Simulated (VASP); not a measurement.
Output of a VASP run:

OUTCAR:
```
 ion  position               nearest neighbor table
   1  0.000  0.000  0.000-   3 2.12   6 2.12   5 2.13   4 2.13   4 2.13   5 2.13
   2  0.500  0.500  0.500-   4 2.12   5 2.12   3 2.13   6 2.13   3 2.13   6 2.13
   3  0.306  0.306  0.000-   1 2.12   2 2.13   2 2.13
   4  0.806  0.194  0.500-   2 2.12   1 2.13   1 2.13
   5  0.194  0.806  0.500-   2 2.12   1 2.13   1 2.13
   6  0.694  0.694  0.000-   1 2.12   2 2.13   2 2.13
  LATTYP: Found a simple tetragonal cell.
 ALAT       =     4.8988030144
 C/A-ratio  =     0.6749348522
 Subroutine PRICEL returns:
 Original cell was already a primitive cell.
 Subroutine GETGRP returns: Found 16 space group operations
The static configuration has the point symmetry D_2h.
 The point group associated with its full space group is D_4h.
The dynamic configuration has the point symmetry D_2h.
 Subroutine INISYM returns: Found 16 space group operations
 Subroutine IBZKPT returns following result:
 Found     24 irreducible k-points:

 Following reciprocal coordinates:
            Coordinates               Weight
  0.000000  0.000000  0.000000      1.000000
  0.200000  0.000000  0.000000      4.000000
  0.400000  0.000000  0.000000      4.000000
  0.200000  0.200000  0.000000      4.000000
  0.400000  0.200000  0.000000      8.000000
  0.400000  0.400000  0.000000      4.000000
  0.000000  0.000000  0.142857      2.000000
  0.200000  0.000000  0.142857      8.000000
  0.400000  0.000000  0.142857      8.000000
  0.200000  0.200000  0.142857      8.000000
  0.400000  0.200000  0.142857     16.000000
  0.400000  0.400000  0.142857      8.000000
  0.000000  0.000000  0.285714      2.000000
  0.200000  0.000000  0.285714      8.000000
  0.400000  0.000000  0.285714      8.000000
  0.200000  0.200000  0.285714      8.000000
  0.400000  0.200000  0.285714     16.000000
  0.400000  0.400000  0.285714      8.000000
  0.000000  0.000000  0.428571      2.000000
  0.200000  0.000000  0.428571      8.000000
  0.400000  0.000000  0.428571      8.000000
  0.200000  0.200000  0.428571      8.000000
  0.400000  0.200000  0.428571     16.000000
  0.400000  0.400000  0.428571      8.000000
   k-points           NKPTS =     24   k-points in BZ     NKDIM =     24   number of bands    NBANDS=     31
   number of dos      NEDOS =    301   number of ions     NIONS =      6
   total plane-waves  NPLWV =  36288
   dimension x,y,z NGX =    36 NGY =   36 NGZ =   28
   dimension x,y,z NGXF=    72 NGYF=   72 NGZF=   56
   ions per type =               2   4
   PREC   = accura    normal or accurate (medium, high low for compatibility)
   ISTART =      0    job   : 0-new  1-cont  2-samecut
   ICHARG =      2    charge: 1-file 2-atom 10-const
   ISPIN  =      1    spin polarized calculation?
   LNONCOLLINEAR =      F non collinear calculations
   LSORBIT =      F    spin-orbit coupling
   INIWAV =      1    electr: 0-lowe 1-rand  2-diag
   ENCUT  =  520.0 eV  38.22 Ry    6.18 a.u.   9.11  9.11  6.15*2*pi/ulx,y,z
   NELM   =    100;   NELMIN=  2; NELMDL= -5     # of ELM steps
   EDIFF  = 0.1E-06   stopping-criterion for ELM
   LREAL  =      F    real-space projection
   NLSPLINE    = F    spline interpolate recip. space projectors
   LMAXMIX     =    4 max onsite mixed and CHGCAR
   VOSKOWN=      0    Vosko Wilk Nusair interpolation
   EDIFFG = -.1E-01   stopping-criterion for IOM
   NSW    =     30    number of steps for IOM
   NBLOCK =      1;   KBLOCK =     30    inner block; outer block
   IBRION =      2    ionic relax: 0-MD 1-quasi-New 2-CG
   NFREE  =      1    steps in history (QN), initial steepest desc. (CG)
   ISIF   =      4    stress and relaxation
   ISYM   =      2    0-nonsym 1-usesym 2-fastsym
   TEIN   =    0.0    initial temperature
   TEBEG  =    0.0;   TEEND  =   0.0 temperature during run
   SMASS  =  -3.00    Nose mass-parameter (am)
   PSTRESS=    0.0 pullay stress
   NELECT =      52.0000    total number of electrons
   EFERMI =   0.00;   METHOD = LEGACY
   ISMEAR =     0;   SIGMA  =   0.05  broadening in eV -4-tet -1-fermi 0-gaus
...
```

### OSZICAR
```
...
DAV:   5    -0.627338624620E+02   -0.23085E-03   -0.18531E-03  1586   0.438E-01    0.318E-02
DAV:   6    -0.627349818163E+02   -0.11194E-02   -0.37766E-04  1700   0.161E-01    0.814E-03
DAV:   7    -0.627349995373E+02   -0.17721E-04   -0.39133E-05  1719   0.514E-02    0.525E-03
DAV:   8    -0.627350123486E+02   -0.12811E-04   -0.17630E-05  1775   0.332E-02    0.191E-03
DAV:   9    -0.627350203011E+02   -0.79525E-05   -0.23972E-06  1711   0.125E-02    0.732E-04
DAV:  10    -0.627350201193E+02    0.18182E-06   -0.24380E-07  1387   0.450E-03    0.430E-04
DAV:  11    -0.627350203968E+02   -0.27758E-06   -0.16815E-07  1149   0.340E-03    0.177E-04
DAV:  12    -0.627350203843E+02    0.12505E-07   -0.27862E-08   947   0.159E-03
   2 F= -.62735020E+02 E0= -.62735020E+02  d E =-.109438E-01
       N       E                     dE             d eps       ncg     rms          rms(c)
DAV:   1    -0.627359199420E+02   -0.89955E-03   -0.15929E-01  1566   0.288E+00    0.225E-01
DAV:   2    -0.627356885349E+02    0.23141E-03   -0.77489E-03  1810   0.767E-01    0.130E-01
DAV:   3    -0.627352850690E+02    0.40347E-03   -0.78501E-04  1981   0.315E-01    0.364E-02
DAV:   4    -0.627353241904E+02   -0.39121E-04   -0.27167E-04  1881   0.150E-01    0.816E-03
DAV:   5    -0.627353448714E+02   -0.20681E-04   -0.76316E-05  1593   0.896E-02    0.677E-03
DAV:   6    -0.627353800338E+02   -0.35162E-04   -0.19438E-05  1753   0.364E-02    0.175E-03
DAV:   7    -0.627353828439E+02   -0.28101E-05   -0.34593E-06  1740   0.146E-02    0.129E-03
DAV:   8    -0.627353840071E+02   -0.11633E-05   -0.46496E-07  1478   0.575E-03    0.464E-04
DAV:   9    -0.627353841332E+02   -0.12613E-06   -0.15009E-07  1149   0.355E-03    0.155E-04
DAV:  10    -0.627353842416E+02   -0.10837E-06   -0.51287E-08   933   0.207E-03    0.107E-04
DAV:  11    -0.627353842187E+02    0.22890E-07   -0.93651E-09   884   0.939E-04
   3 F= -.62735384E+02 E0= -.62735384E+02  d E =-.113077E-01
       N       E                     dE             d eps       ncg     rms          rms(c)
DAV:   1    -0.627353877415E+02   -0.34999E-05   -0.20552E-03  1552   0.327E-01    0.256E-02
DAV:   2    -0.627353851888E+02    0.25527E-05   -0.10013E-04  1817   0.877E-02    0.148E-02
DAV:   3    -0.627353800720E+02    0.51168E-05   -0.10068E-05  2006   0.357E-02    0.417E-03
DAV:   4    -0.627353804803E+02   -0.40823E-06   -0.34501E-06  1921   0.168E-02    0.936E-04
DAV:   5    -0.627353806454E+02   -0.16517E-06   -0.94672E-07  1607   0.993E-03    0.767E-04
DAV:   6    -0.627353810231E+02   -0.37771E-06   -0.24549E-07  1244   0.415E-03    0.196E-04
DAV:   7    -0.627353810808E+02   -0.57664E-07   -0.48063E-08   877   0.194E-03
   4 F= -.62735381E+02 E0= -.62735381E+02  d E =-.113045E-01
       N       E                     dE             d eps       ncg     rms          rms(c)
DAV:   1    -0.627354838435E+02   -0.10282E-03   -0.39546E-02  1488   0.140E+00    0.921E-02
DAV:   2    -0.627355185444E+02   -0.34701E-04   -0.10725E-03  1940   0.287E-01    0.558E-02
DAV:   3    -0.627354762735E+02    0.42271E-04   -0.88516E-05  2056   0.108E-01    0.149E-02
DAV:   4    -0.627354892244E+02   -0.12951E-04   -0.47747E-05  1775   0.628E-02    0.250E-03
DAV:   5    -0.627354967560E+02   -0.75316E-05   -0.15705E-05  1656   0.378E-02    0.198E-03
DAV:   6    -0.627355025311E+02   -0.57751E-05   -0.12174E-06  1611   0.105E-02    0.912E-04
DAV:   7    -0.627355025088E+02    0.22259E-07   -0.12643E-07  1196   0.324E-03
   5 F= -.62735503E+02 E0= -.62735503E+02  d E =-.121428E-03
```

**OUTCAR**
```
------------------------ aborting loop because EDIFF is reached ----------------------------------------
  FORCE on cell =-STRESS in cart. coord.  units (eV):
  Direction    XX          YY          ZZ          XY          YZ          ZX
  --------------------------------------------------------------------------------------
  Total       -4.4227500     -4.4227500     -4.4158066     -0.0000000      0.0000000      0.0000000
  in kB      -89.3040562    -89.3040562    -89.1638563     -0.0000000      0.0000000      0.0000000
  external PRESSURE =     -89.2573229 kB  Pullay stress =       0.0000000 kB
  volume of cell :       79.35
      direct lattice vectors                 reciprocal lattice vectors
     4.925437807  0.000000000  0.000000000     0.203027637 -0.000000000  0.000000000
     0.000000000  4.925437807  0.000000000    -0.000000000  0.203027637  0.000000000
     0.000000000  0.000000000  3.270710497     0.000000000  0.000000000  0.305743966
 POSITION                                       TOTAL-FORCE (eV/Angst)
 -----------------------------------------------------------------------------------
      4.92544      0.00000      0.00000        -0.000000      0.000000     -0.000000
      2.46272      2.46272      1.63536        -0.000000      0.000000     -0.000000
      1.51566      1.51566      0.00000        -0.004873     -0.004873      0.000000
      3.97838      0.94706      1.63536        -0.004873      0.004873     -0.000000
      0.94706      3.97838      1.63536         0.004873     -0.004873      0.000000
      3.40977      3.40977      0.00000         0.004873      0.004873     -0.000000
 -----------------------------------------------------------------------------------
    total drift:                                0.000000      0.000000     -0.000000
  FREE ENERGIE OF THE ION-ELECTRON SYSTEM (eV)
  ---------------------------------------------------
  free  energy   TOTEN  =       -62.7355025088 eV

  energy  without entropy=      -62.7355025086  energy(sigma->0) =      -62.73550251

 reached required accuracy - stopping structural energy minimisation
```
(Selected blocks of OUTCAR.)

**POSCAR**
```
SnO2
1
    4.8988030144     0.0000000000     0.0000000000
    0.0000000000     4.8988030144     0.0000000000
    0.0000000000     0.0000000000     3.3063728887
Sn O
2 4
Direct
  0.0000000000   0.0000000000   0.0000000000
  0.5000000000   0.5000000000   0.5000000000
  0.3063762501   0.3063762501   0.0000000000
  0.8063762501   0.1936237499   0.5000000000
  0.1936237499   0.8063762501   0.5000000000
  0.6936237499   0.6936237499   0.0000000000
```

Problem. Reconstruct the remaining input files.

Solution. Several could match; the one computed here: the input of the run itself, TPSS meta-GGA, plane waves, VASP's PBE PAW potentials (set 64).

INCAR:
```
SYSTEM = SnO2
PREC = Accurate; ENCUT = 520; LREAL = .FALSE.
LASPH = .TRUE.
EDIFF = 1E-7; NELM = 100; ALGO = Normal
LMAXMIX = 4; LMIXTAU = .TRUE.
ISMEAR = 0; SIGMA = 0.05
METAGGA = TPSS
IBRION = 2; NSW = 30; ISIF = 4
EDIFFG = -0.01
LWAVE = .FALSE.; LCHARG = .FALSE.
```

KPOINTS:
```
Regular mesh
0
G
  5 5 7
0 0 0
```

POTCAR, in this order: Sn_d O (PBE.64 set). Program: vasp_std.

The compound is SnO2 in the rutile structure. This cell is one point of a volume scan, at 1.06 of the reference volume. Symmetry was kept, so distortions that lower it aren't found.
